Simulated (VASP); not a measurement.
Consider the following.

```xyz
6
Lattice="4.9905 0.0000 0.0000 0.0000 4.9905 0.0000 0.0000 0.0000 3.4149" Properties=species:S:1:pos:R:3 pbc="T T T"
Pb     0.0000     0.0000     0.0000
Pb     2.4952     2.4952     1.7074
O      1.5334     1.5334     0.0000
O      4.0286     0.9618     1.7074
O      0.9618     4.0286     1.7074
O      3.4570     3.4570     3.4149
```

All values below come from r2SCAN meta-GGA, VASP's PBE PAW potentials (set 64) (plane waves; VASP 6.6.1). Numerical set-up: 520 eV cut-off, 5×5×7 Γ-centred mesh, tetrahedra with Blöchl corrections, potentials Pb_d O.

The path is coarsely sampled, so an indirect gap can come out somewhat too large. Unless said otherwise, spin-orbit coupling is left out, though it shifts the bands of the heavy elements here.

Question: Estimate the energy per atom (σ→0), band gap (over mesh and band path) with the smallest direct gap where there is one.

Answer: 
```json
{
  "band gap (over mesh and band path)": "0.03 eV",
  "smallest direct gap (over mesh and band path)": "0.12 eV",
  "energy per atom (σ→0)": "-23.711 eV/atom"
}
```

Only differences to runs with the same potentials and settings are physical.

The compound is PbO2 in the rutile structure. It was relaxed first.
